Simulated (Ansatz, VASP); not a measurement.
# Cross-check of La2TiO5 (La2TiO5 (Pnma)) between VASP and Ansatz, part 2 of 2

One calculation is typed for both programs; each brings its own data sets. How far apart do they land? The structure shown is the start of the Ansatz relaxation below; VASP solves that cell, so the two are compared at the walk's first step.

VASP 6.6.1 and Ansatz 0.2.0.

So far: Starting point; Ansatz: relaxation, PBEsol.

## (3) VASP: single point, PBEsol, start cell

Level of this step: PBEsol, no spin polarisation; plane waves and PAW (La, Ti_sv, O) (VASP).

The same cell, functional, mesh and smearing now go to VASP, with its own data sets.

Lines of VASP's logs that name or quote its potential files are left out, and so is its time.

The input, INCAR:

```
SYSTEM = La2TiO5
PREC = Accurate
ENCUT = 520
EDIFF = 1E-06
NELM = 200
ISMEAR = -1
SIGMA = 0.01
LREAL = Auto
ALGO = Normal
GGA = PS
NBANDS = 152
LASPH = .TRUE.
LORBIT = 11
LWAVE = .FALSE.
LCHARG = .FALSE.
ISIF = 2
GGA_COMPAT = .FALSE.
EFERMI = MIDGAP
LMAXMIX = 6
KPAR = 4
```

The input, POSCAR:

```
La2TiO5
1.0
   11.0164930000      0.0000000000      0.0000000000
    0.0000000000      3.9234700000      0.0000000000
    0.0000000000      0.0000000000     11.4409320000
La Ti O
8 4 20
Direct
    0.5968017453      0.7499998726      0.2841945918
    0.4031982093      0.2499998726      0.7158054082
    0.0968017453      0.7499998726      0.2158054082
    0.9031982093      0.2499998726      0.7841945918
    0.8637952886      0.2499998726      0.4392830060
    0.1362046660      0.7499998726      0.5607169940
    0.3637952886      0.2499998726      0.0607169940
    0.6362046660      0.7499998726      0.9392830060
    0.8076833526      0.2499998726      0.1271099898
    0.1923166020      0.7499998726      0.8728900102
    0.3076833526      0.2499998726      0.3728900101
    0.6923166020      0.7499998726      0.6271099898
    0.9641414241      0.2499998726      0.1686447180
    0.0358585305      0.7499998726      0.8313552820
    0.4641414241      0.2499998726      0.3313552820
    0.5358585305      0.7499998726      0.6686447180
    0.7204708885      0.2499998726      0.2700949101
    0.2795290661      0.7499998726      0.7299050899
    0.2204708885      0.2499998726      0.2299050899
    0.7795290661      0.7499998726      0.7700949101
    0.7628324413      0.7499998726      0.1235828515
    0.2371675133      0.2499998726      0.8764171485
    0.2628324413      0.7499998726      0.3764171485
    0.7371675133      0.2499998726      0.6235828515
    0.5081038721      0.2499998726      0.8979985197
    0.4918960825      0.7499998726      0.1020014803
    0.0081038721      0.2499998726      0.6020014803
    0.9918960825      0.7499998726      0.3979985197
    0.7733115021      0.2499998726      0.9654260684
    0.2266884525      0.7499998726      0.0345739316
    0.2733115021      0.2499998726      0.5345739316
    0.7266884525      0.7499998726      0.4654260684
```

The input, KPOINTS:

```
Automatic mesh
0
Gamma
3 7 3
0 0 0
```

PAW data sets: La, Ti_sv and O (PBE family, release 64).

Started as:

```sh
$ mpirun -np 4 vasp_std
```

Numbers of over 12 decimals in the logs are rounded to 6 here.

The log of the run:

```text
[banner, memory and clock lines left out]
running    4 mpi-ranks, on    1 nodes
[...]
|                                                                             |
|               ----> ADVICE to this user running VASP <----                  |
|                                                                             |
|     You enforced a specific xc type in the INCAR file but a different       |
|     [... a line on the potential file left out ...]
|     I HOPE YOU KNOW WHAT YOU ARE DOING!                                     |
|                                                                             |

 LDA part: xc-table for (Slater+PW92), standard interpolation
 POSCAR, INCAR and KPOINTS ok, starting setup
[...]
entering main loop
       N       E                     dE             d eps       ncg     rms          rms(c)
DAV:   1     0.444460276683E+04    0.44446E+04   -0.96279E+04  5200   0.254E+03
DAV:   2     0.160719760971E+04   -0.28374E+04   -0.26807E+04  5520   0.702E+02
DAV:   3     0.397043980450E+03   -0.12102E+04   -0.11476E+04  6416   0.347E+02
DAV:   4    -0.180407906362E+03   -0.57745E+03   -0.55156E+03  8080   0.191E+02
[...]
DAV:  21    -0.291165064411E+03   -0.15559E-05   -0.21538E-05  7352   0.206E-02    0.496E-03
DAV:  22    -0.291165065984E+03   -0.15730E-05   -0.84311E-06  4240   0.144E-02    0.244E-03
DAV:  23    -0.291165066657E+03   -0.67255E-06   -0.41932E-06  4008   0.127E-02
   1 F= -.29116507E+03 E0= -.29116507E+03  d E =0.000000E+00
```

Parts of OUTCAR (step 3):

```text
  Total       -9.1501717     -9.6941305     -8.2047383     -0.0000000      0.0000000      0.0000000
  in kB      -29.6459057    -31.4082936    -26.5827686     -0.0000000      0.0000000      0.0000000
  external PRESSURE =     -29.2123227 kB  Pullay stress =       0.0000000 kB

 POSITION                                       TOTAL-FORCE (eV/Angst)
 -----------------------------------------------------------------------------------
      6.57466      2.94260      3.25145         0.124145      0.000000     -0.148834
      4.44183      0.98087      8.18948        -0.124145      0.000000      0.148834
      1.06642      2.94260      2.46902         0.124145      0.000000      0.148834
      9.95008      0.98087      8.97192        -0.124145      0.000000     -0.148834
      9.51599      0.98087      5.02581        -0.040143      0.000000      0.108230
      1.50050      2.94260      6.41512         0.040143      0.000000     -0.108230
      4.00775      0.98087      0.69466        -0.040143      0.000000     -0.108230
      7.00874      2.94260     10.74627         0.040143      0.000000      0.108230
      8.89784      0.98087      1.45426         0.007961      0.000000      0.051953
      2.11865      2.94260      9.98668        -0.007961      0.000000     -0.051953
      3.38959      0.98087      4.26621         0.007961      0.000000     -0.051953
      7.62690      2.94260      7.17472        -0.007961      0.000000      0.051953
     10.62146      0.98087      1.92945        -0.043518      0.000000      0.018678
      0.39504      2.94260      9.51148         0.043518      0.000000     -0.018678
[...]
-----------------------------------------------------------------------------------
    total drift:                                0.001308      0.002135      0.005605

  FREE ENERGIE OF THE ION-ELECTRON SYSTEM (eV)
  ---------------------------------------------------
  free  energy   TOTEN  =      -291.1650666570 eV

  energy  without entropy=     -291.1650666570  energy(sigma->0) =     -291.16506666

[... 3 further parts left out ...]
[key lines of the parts left out:]
E-fermi :   6.1633
```

The run ends at a pressure of -2.92 GPa, with forces up to 0.19 eV/Å.

## (4) Side by side

Known differences besides the potentials themselves: the cutoff is 420 eV in Ansatz and 520 eV in VASP (PREC = Accurate, projectors in real space); Ansatz makes its cores anew for this functional, VASP keeps those of its PBE data sets. Total energies have different zeros and are not compared.

Forces on 7 of the 32 atoms, those with the largest forces and the largest differences (eV/Å; atoms numbered as in POSCAR):

| atom | Ansatz x, y, z | VASP x, y, z |
| --- | --- | --- |
| La1 | 0.120, 0.000, -0.150 | 0.124, 0.000, -0.149 |
| La2 | -0.120, 0.000, 0.150 | -0.124, 0.000, 0.149 |
| La3 | 0.120, 0.000, 0.150 | 0.124, 0.000, 0.149 |
| La4 | -0.120, 0.000, -0.150 | -0.124, 0.000, -0.149 |
| O13 | -0.152, 0.000, -0.010 | -0.044, 0.000, 0.019 |
| O14 | 0.152, 0.000, 0.010 | 0.044, 0.000, -0.019 |
| O15 | -0.152, 0.000, 0.010 | -0.044, 0.000, -0.019 |

The forces differ by 31 meV/Å r.m.s., which is 54.6 % of the r.m.s. force of 0.056 eV/Å (both taken over all components).

## (5) What came out

- r.m.s. force difference (single point, PBEsol, start cell): 31 meV/Å

What this shows: The r.m.s. force difference is 31 meV/Å (single point, PBEsol, start cell), beyond the 12 meV/Å picked in this series as the mark of a large difference. What causes the difference of the single point, PBEsol, start cell pair stays open here. How closely two codes agree says nothing of how well the functional describes the real material.

[Lines on the potential files, build, host, timing and source positions are cut from VASP's logs without a mark.]

[Logs are printed without paths, hosts, clocks, repeated set-up lines and the standing remarks that a program may print on its own settings, such as how far it seeks lower states.]

[Hosts, paths, dates, database ids (printed as entryN), source tags and the programs' standing remarks are cut or masked in the printed files.]
